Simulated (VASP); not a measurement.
Crystal: Pr3Ti.

```xyz
4
Lattice="4.9699 0.0000 0.0000 0.0000 4.9699 0.0000 0.0000 0.0000 4.9699" Properties=species:S:1:pos:R:3 pbc="T T T"
Pr    2.4849    2.4849    0.0000
Pr    2.4849    0.0000    2.4849
Pr    0.0000    2.4849    2.4849
Ti    0.0000    0.0000    0.0000
```

The cell comes from a database or a generator and needn't be the stable form of this composition.

Base run:

- Program: VASP 6.6.1
- Functional: LDA
- Potentials or basis: VASP PAW PBE potentials, release 64 (Pr_3, Ti_pv), 4f in core
- Cutoff: 520 eV
- k mesh: 6 × 6 × 6
- Occupations: gaussian, width 0.02 eV
- Spin: collinear spin, ferromagnetic start
- Starting moments: [2.0, 2.0, 2.0, 1.0] μB

Its results: band gap on the k mesh none (metal or under the smearing width); pressure -4.4 GPa; net moment 0.00 μB per cell.

Q: The run is repeated on the same cell with these changes: functional from LDA to PBE; further incar settings from ALGO = Normal; EDIFF = 1e-06 to ALGO = Fast; EDIFF = 1.00e-06; NBANDS = 34. What comes out?

A: Band gap on the k mesh none (metal or under the smearing width); pressure -0.1 GPa; net moment -0.08 μB per cell; site moments Pr +0.00; Ti -0.07 μB.

Caveats: the magnetic or orbital state may not be the lowest; spin-orbit coupling is left out, which moves the levels of the heavy elements; the 4f electrons are frozen in the core as for a trivalent ion, so they carry no moment and show no levels; the PAW data sets were made with another functional, which shifts forces and pressure a little (some runs); ASE's xc='lda' writes no GGA tag, so the PBE potentials set the functional and the run is PBE (some runs).
